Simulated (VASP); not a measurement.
VASP ran on this input.

### INCAR
```
EDIFFG = -0.01
SYSTEM = PbS
LCHARG = .FALSE.
LMAXMIX = 4
ISIF = 3   # ions, shape and volume
LASPH = .TRUE.   # aspherical one-centre terms
ISMEAR = 0   # Gaussian
LREAL = .FALSE.
NELM = 100   # most electronic steps
SIGMA = 0.05
NSW = 60
PREC = Accurate
EDIFF = 1E-6   # SCF stop (eV)
ENCUT = 520
IBRION = 2   # conjugate gradients
ALGO = Normal   # blocked Davidson
LWAVE = .FALSE.
```

File KPOINTS:
```
K-points
0
gamma
7 7 7
```

POSCAR:
```
PbS
1
    0.0000000000     2.9224228572     2.9224228572
    2.9224228572    -0.0000000000     2.9224228572
    2.9224228572     2.9224228572     0.0000000000
Pb S
1 1
Direct
  0.0000000000   0.0000000000   0.0000000000
  0.5000000000   0.5000000000   0.5000000000
```

POTCAR, in this order: Pb_d S (LDA.64 set). Program: vasp_std.

**Question.** Write an equivalent input for Quantum ESPRESSO's pw.x.

**Answer.** One equivalent input (not run):
```
&CONTROL
  calculation = 'vc-relax'
  pseudo_dir = './pseudo'
  outdir = './out'
  tprnfor = .true.
  tstress = .true.
  nstep = 60
  forc_conv_thr = 0.00039
/
&SYSTEM
  ibrav = 0
  nat = 2
  ntyp = 2
  ecutwfc = 56
  occupations = 'smearing'
  smearing = 'gaussian'
  degauss = 0.003675
  input_dft = 'pz'
/
&ELECTRONS
  conv_thr = 7.3e-08
  electron_maxstep = 100
/
&IONS
/
&CELL
/
ATOMIC_SPECIES
  Pb 207.200 Pb.upf
  S 32.060 S.upf
CELL_PARAMETERS angstrom
     0.0000000    2.9224229    2.9224229
     2.9224229   -0.0000000    2.9224229
     2.9224229    2.9224229    0.0000000
ATOMIC_POSITIONS crystal
  Pb   0.0000000  0.0000000  0.0000000
  S    0.5000000  0.5000000  0.5000000
K_POINTS automatic
  7 7 7 0 0 0
```
What does not carry over: the potentials are each code's own (VASP's PAW set, PseudoDojo norm-conserving files in pw.x), so ENCUT and ecutwfc are chosen apart and not converted; conv_thr bounds pw.x's estimated SCF error, while EDIFF bounds the energy change between steps; forc_conv_thr acts on force components and is met together with etot_conv_thr.

The compound is PbS in the rock salt structure. It was relaxed first. The start is the result of an earlier pass.
